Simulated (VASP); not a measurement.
Wanted: the native input for a VASP 6.6.1 run.

```yaml
Task: single point
Functional: RPBE
Potentials_or_basis: VASP PAW PBE potentials, release 64 (Se, Zr_sv, W_sv, O)
Cutoff: 520 eV
k_mesh: 3 × 3 × 4, shifted
Occupations: gaussian, width 0.0151 eV
Spin: no spin polarisation
Dipole_correction: no
Further_INCAR_settings: ALGO = Fast; EDIFF = 1e-06; NBANDS = 55
```

The structure of ZrW2Se2O6 lies in POSCAR:

```
ZrW2Se2O6
1.0
    6.6425620000     -0.2643800000      1.0668770000
   -1.7701680000      5.8073640000      0.3480890000
    0.6761020000      0.0528920000      5.0609490000
Se Zr W O
2 1 2 6
Direct
    0.0709550000      0.8087740000      0.7060940000
    0.2418050000      0.9322610000      0.1159330000
    0.3523850000      0.4185610000      0.6665070000
    0.9274670000      0.4431670000      0.1925380000
    0.6484150000      0.8901150000      0.1908330000
    0.6673510000      0.8204110000      0.6865520000
    0.4110890000      0.3236290000      0.1481810000
    0.8964540000      0.1763250000      0.7408730000
    0.5498640000      0.0815310000      0.6636060000
    0.9542630000      0.0111710000      0.4236930000
    0.6791570000      0.3317250000      0.8638580000
```

The cell was built by a generator and needn't be a form met in nature.

These files were run (other wordings do the same):

INCAR

```
SYSTEM = ZrW2Se2O6
  PREC = Accurate
  ENCUT = 520
  EDIFF = 1E-6
  ISMEAR = 0
  SIGMA = 0.0151
  LREAL = .False.
  LASPH = .True.
  NELM = 100
  ALGO = Fast
  ISIF = 2
  LWAVE = .False.
  LCHARG = .False.
  GGA = RP
  NBANDS = 55
```

KPOINTS

```
Automatic mesh
0
Gamma
  3 3 4
  0 0.5 0.5
```

Potentials or basis: VASP PAW PBE potentials, release 64 (Se, Zr_sv, W_sv, O).

Command:

```bash
$ cat potpaw_PBE.64/Se/POTCAR potpaw_PBE.64/Zr_sv/POTCAR potpaw_PBE.64/W_sv/POTCAR potpaw_PBE.64/O/POTCAR > POTCAR
$ mpirun -np 1 vasp_std > vasp.out
```

It gave:

```json
{"Pressure": "-19.1 GPa", "Largest force": "4.529 eV/Å", "Band gap on the k mesh": "none (metal or under the smearing width)"}
```

Caveat: the k mesh is coarse (spacing up to 0.37 Å⁻¹), so the values aren't converged; so large a pressure means that the cell lies far from this level's equilibrium, or that cutoff or potentials fall short; the potentials were made for another functional, which shifts forces and pressure.

It took 6.6 min on 1 thread of Intel(R) Xeon(R) 6975P-C (Granite Rapids) (shared host), peak memory 0.4 GiB.
